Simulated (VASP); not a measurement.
**Ca3MgO4 (ordered alloy cell): computed properties**

These are PBEsol GGA, VASP's PBE PAW potentials (set 64) (plane waves; VASP 6.6.1) values and carry that method's errors.

```json
{
  "space_group": "R-3m (166)",
  "cell": "a = b = 3.2836 Å, c = 32.1933 Å, α = β = 90.00°, γ = 120.00°",
  "volume_per_atom": "12.52 Å³/atom",
  "band gap (over mesh and band path)": "3.76 eV",
  "smallest direct gap (over mesh and band path)": "4.30 eV",
  "band_edge_character": "indirect, Γ to F",
  "density": "3.46 g/cm³"
}
```

```yaml
crystal:
  lattice:
    - [0.00000, 2.32183, 2.32183]
    - [2.32183, 0.00000, 2.32183]
    - [9.29138, 9.29138, -0.00407]
  atoms:
    - { symbol: Mg, position: [0.00000, 0.00000, 0.00000] }
    - { symbol: O, position: [0.52160, 0.52160, 0.10880] }
    - { symbol: O, position: [0.50735, 0.50735, 0.36949] }
    - { symbol: O, position: [0.49265, 0.49265, 0.63051] }
    - { symbol: O, position: [0.47840, 0.47840, 0.89120] }
    - { symbol: Ca, position: [0.01490, 0.01490, 0.23882] }
    - { symbol: Ca, position: [0.00000, 0.00000, 0.50000] }
    - { symbol: Ca, position: [0.98510, 0.98510, 0.76118] }
```

The structure was generated: Ca3MgO4 was put into an ordered model structure (R-3m), which need not be its known phase. It was relaxed first. Symmetry was kept, so distortions that lower it aren't found.
